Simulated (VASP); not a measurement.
Level of theory: r2SCAN meta-GGA, VASP's PBE PAW potentials (set 64) (plane waves; VASP).

A VASP calculation is set up with these files.

KPOINTS:
```
Automatic mesh
0
Gamma
4 7 1
0 0 0
```

File POSCAR:
```
AlN(100) slab
1
    4.9741788104     0.0000000000     0.0000000000
    0.0000000000     3.1058519168     0.0000000000
    0.0000000000     0.0000000000    25.7389797864
Al N
8 8
Direct
  0.0241276558   0.0000000000   0.6642437613
  0.4929672619   0.5000000000   0.6427225819
  0.0014338783   0.5000000000   0.5680275999
  0.4979293568   0.0000000000   0.5357350125
  0.9979293568   0.0000000000   0.4642649875
  0.5014338783   0.5000000000   0.4319724001
  0.9929672619   0.5000000000   0.3572774181
  0.5241276558   0.0000000000   0.3357562387
  0.3756549742   0.0000000000   0.6723687707
  0.8746465112   0.5000000000   0.6395700349
  0.3808630245   0.5000000000   0.5696436383
  0.8803773373   0.0000000000   0.5347437143
  0.3803773373   0.0000000000   0.4652562857
  0.8808630245   0.5000000000   0.4303563617
  0.3746465112   0.5000000000   0.3604299651
  0.8756549742   0.0000000000   0.3276312293
```

INCAR:
```
ALGO=Normal
DIPOL=0.5 0.5 0.5
EDIFF=1E-6
ENCUT=450
IDIPOL=3
ISMEAR=0
LASPH=.True.
LCHARG=.False.
LDIPOL=.True.
LMIXTAU=.True.
LORBIT=11
LREAL=.False.
LVHAR=.True.
LWAVE=.False.
METAGGA=R2SCAN
NELM=100
NELMIN=4
PREC=Normal
SIGMA=0.05
SYSTEM=AlN(100) slab
```

POTCAR, in this order: Al N (PBE.64 set). Program: vasp_std. Read from the step before: WAVECAR.

Q: What does the run give for the energy per atom (σ→0)?

A: 
```json
{
  "energy per atom (σ→0)": "-9.318 eV/atom"
}
```

OSZICAR:
```
       N       E                     dE             d eps       ncg     rms          rms(c)
DAV:   1    -0.149084403722E+03   -0.14908E+03   -0.41162E-05  1087   0.387E-02    0.162E-03
DAV:   2    -0.149084407947E+03   -0.42255E-05   -0.11037E-06   860   0.708E-03    0.908E-04
DAV:   3    -0.149084403792E+03    0.41553E-05   -0.76466E-07   680   0.687E-03    0.454E-04
DAV:   4    -0.149084404260E+03   -0.46767E-06   -0.56690E-07   636   0.623E-03
   1 F= -.14908440E+03 E0= -.14908440E+03  d E =-.245079E-13
```

The cell is a thin slab with vacuum, built from AlN (wurtzite): (100) face.
